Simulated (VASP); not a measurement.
Consider the following.

```
BaF2
1.0
    0.00000     3.08143     3.08143
    3.08143     0.00000     3.08143
    3.08143     3.08143     0.00000
Ba F
1 2
Direct
  0.00000   0.00000   0.00000
  0.25000   0.25000   0.25000
  0.75000   0.75000   0.75000
```

Level of theory: r2SCAN meta-GGA, VASP's PBE PAW potentials (set 64) (plane waves; VASP). Run with 520 eV cut-off, 6×6×6 Γ-centred mesh, Gaussian smearing of 0.050 eV, potentials Ba_sv F.

The job: BaF2 (fluorite), 3 atoms, r2SCAN, static run, 520 eV, 6×6×6 Γ-centred mesh. Roughly how much core time does it take on a busy server core?

About 70 core-seconds (one run on a shared machine, a rough figure). It had 16 irreducible k-points, 16 bands, up to 1591 plane waves and 22 electronic steps.

The compound is BaF2 in the fluorite structure. This cell is one point of a volume scan, at 0.97 of the reference volume.
